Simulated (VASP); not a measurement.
SnTe (space group Fm-3m): the measured cell of entry 4031692 of the Crystallography Open Database is

```xyz
2
Lattice="0.0000 3.1600 3.1600 3.1600 0.0000 3.1600 3.1600 3.1600 0.0000" Properties=species:S:1:pos:R:3 pbc="T T T"
Te     3.1600     3.1600     3.1600
Sn     0.0000     0.0000     0.0000
```

These are PBE GGA with D3 dispersion (Becke-Johnson damping), VASP's PBE PAW potentials (set 64) (plane waves; VASP 6.6.1) values and carry that method's errors. Numerical set-up: 400 eV cut-off, 8×8×8 Γ-centred mesh, tetrahedra with Blöchl corrections, potentials Te Sn_d.

The calculation is for a static lattice at zero pressure; the measurement, whose temperature isn't given here, holds thermal and zero-point expansion. The entry's conditions were not checked, so it may have been measured under pressure.

**Question.** How far does the relaxed conventional cell lie from the measured one?

**Answer.** 
|  | measured | computed | difference |
|---|---|---|---|
| a (Å) | 6.320 | 6.305 | -0.2 % |
| V (Å³/atom) | 31.55 | 31.33 | -0.7 % |

The structure comes from a measured SnTe entry (Fm-3m) of the Crystallography Open Database, whose conditions weren't checked. It was relaxed first. Symmetry was kept, so distortions that lower it aren't found.
